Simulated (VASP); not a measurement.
Calculation: PBE GGA, VASP's PBE PAW potentials (set 64) (plane waves; VASP).

Input for VASP

### POSCAR
```
Sc
20.7334460
  0.1553998790   0.0000000000   0.0000000000
 -0.0776999154   0.1345801851   0.0000000000
  0.0000000000   0.0000000000   0.5000000000
Sc
4
Cartesian
  0.0000000000   0.0000000000   0.0000000000
  0.0000000000   0.0000000000   0.2500000000
 -0.0000000616   0.0897201682   0.1250000000
  0.0777000252   0.0448600168   0.3750000000
```

**INCAR**
```
ALGO  =  Normal
EDIFF  =  1E-6
ENCUT  =  300
GGA  =  PE
ISIF  =  2
ISMEAR  =  -1
LASPH  =  .True.
LCHARG  =  .False.
LMAXMIX  =  4
LREAL  =  .False.
LWAVE  =  .False.
NELM  =  100
PREC  =  Accurate
SIGMA  =  0.1
SYSTEM  =  Sc
```

**KPOINTS_OPT**
```
k-points along high-symmetry lines
6
Line-mode
Reciprocal
  0.000000   0.000000   0.000000 ! GAMMA
  0.500000   0.000000   0.000000 ! M

  0.500000   0.000000   0.000000 ! M
  0.333333   0.333333   0.000000 ! K

  0.333333   0.333333   0.000000 ! K
  0.000000   0.000000   0.000000 ! GAMMA

  0.000000   0.000000   0.000000 ! GAMMA
  0.000000   0.000000   0.500000 ! A

  0.000000   0.000000   0.500000 ! A
  0.500000   0.000000   0.500000 ! L

  0.500000   0.000000   0.500000 ! L
  0.333333   0.333333   0.500000 ! H

  0.333333   0.333333   0.500000 ! H
  0.000000   0.000000   0.500000 ! A

  0.500000   0.000000   0.500000 ! L
  0.500000   0.000000   0.000000 ! M

  0.333333   0.333333   0.500000 ! H
  0.333333   0.333333   0.000000 ! K
```

File KPOINTS:
```
Automatic mesh
0
G
  8 8 3
```

POTCAR, in this order: Sc_sv (PBE.64 set). Program: vasp_std.

At this cut-off the stress carries a Pulay error, which pulls relaxed volumes low.

Problem. Predict the energy per atom (σ→0), pressure, band gap (over mesh and band path).

Solution. 
```
Item                                                                  Result
----------------------------------  ----------------------------------------
energy per atom (σ→0)                                         -6.212 eV/atom
band gap (over mesh and band path)  none (metal, semimetal or under 0.01 eV)
pressure                                                            2.93 GPa
```

OSZICAR:
```
...
DAV:  12    -0.249656393883E+02    0.28897E-04   -0.35632E-04  1440   0.207E-01    0.719E-03
DAV:  13    -0.249656411485E+02   -0.17602E-05   -0.34548E-05  1384   0.491E-02    0.275E-03
DAV:  14    -0.249656421957E+02   -0.10472E-05   -0.13813E-05   944   0.167E-02    0.996E-04
DAV:  15    -0.249656429095E+02   -0.71385E-06   -0.86002E-06   784   0.102E-02
   1 F= -.24965643E+02 E0= -.24847810E+02  d E =-.235665E+00
       N       E                     dE             ncg
       N       E                     dE             ncg
       N       E                     dE             ncg
```

The structure was generated: Sc was put into an ordered model structure, which need not be its known phase. The cell was not relaxed at this level. VASP warned that the highest band is occupied, so more bands are needed.
